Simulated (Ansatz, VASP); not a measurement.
## One calculation of GaGe, two programs

POSCAR

```
GaGe
1.0
    0.0000000000      2.8386877276      2.8386877276
    2.8386877276      0.0000000000      2.8386877276
    2.8386877276      2.8386877276      0.0000000000
Ge Ga
1 1
Direct
    0.0000000000      0.0000000000      0.0000000000
    0.2500000000      0.2500000000      0.2500000000
```

INCAR.step1

```
  ALGO = Normal
  EDIFF = 1E-4
  ENCUT = 520
  GGA = PE
  ISMEAR = -1
  LASPH = True
  LCHARG = False
  LREAL = False
  LWAVE = True
  NBANDS = 20
  NELM = 80
  PREC = Accurate
  SIGMA = 0.05
```

File INCAR.step2:

```
  ALGO = Normal
  EDIFF = 1E-6
  ENCUT = 520
  ISIF = 2
  ISMEAR = -1
  ISTART = 1
  LASPH = True
  LCHARG = False
  LMIXTAU = True
  LREAL = False
  LWAVE = False
  METAGGA = R2SCAN
  NBANDS = 20
  NELM = 80
  PREC = Accurate
  SIGMA = 0.05
```

Contents of KPOINTS:

```
k-points
0
Gamma
  8 8 8
```

input.yaml

```yaml
crystal:
  lattice:
    - [0.0, 2.8386877276, 2.8386877276]
    - [2.8386877276, 0.0, 2.8386877276]
    - [2.8386877276, 2.8386877276, 0.0]
  atoms:
    - { symbol: Ge, position: [0.0, 0.0, 0.0] }
    - { symbol: Ga, position: [0.25, 0.25, 0.25] }
hamiltonian:
  xc: r2scan
  pseudopotentials: { kind: paw }
kpoints:
  mp_grid: { grid: [8, 8, 8] }
scf:
  occupations: { method: fermi_dirac, width: 0.05 }
output:
  forces: true
  stress: true
  eigenvalues: true
  write_density: true
  write_potential: true
  elf: true
  volumetric_format: npy
```

The cell comes from a database or a generator and needn't be the stable form of this composition.

Alike in both runs: task single point; functional r2SCAN; k mesh 8 × 8 × 8; occupations fermi-dirac, width 0.05 eV; no spin polarisation.

|  | VASP | Ansatz |
| --- | --- | --- |
| version | VASP 6.6.1 | Ansatz 0.2.0 |
| potentials or method | VASP PAW PBE potentials, release 64 (Ge_d, Ga_d) | Ansatz PAW |
| plane-wave cutoff (eV) | 520 | 500 |
| valence electrons in the cell | 27 | 27 |

```tsv
	VASP	Ansatz	Ansatz less VASP
gap on the k mesh at the Fermi level (eV)	none	none	-
pressure (GPa)	1.2	1.2	-0.03
```

A gap of «none» marks a metal or a gap that the smearing closes.

Caveats: the PAW data sets were made with another functional, which shifts forces and pressure a little (VASP); the PAW data sets come from PBE, with cores solved anew for the run's functional, which leaves a small shift of forces and pressure (Ansatz).
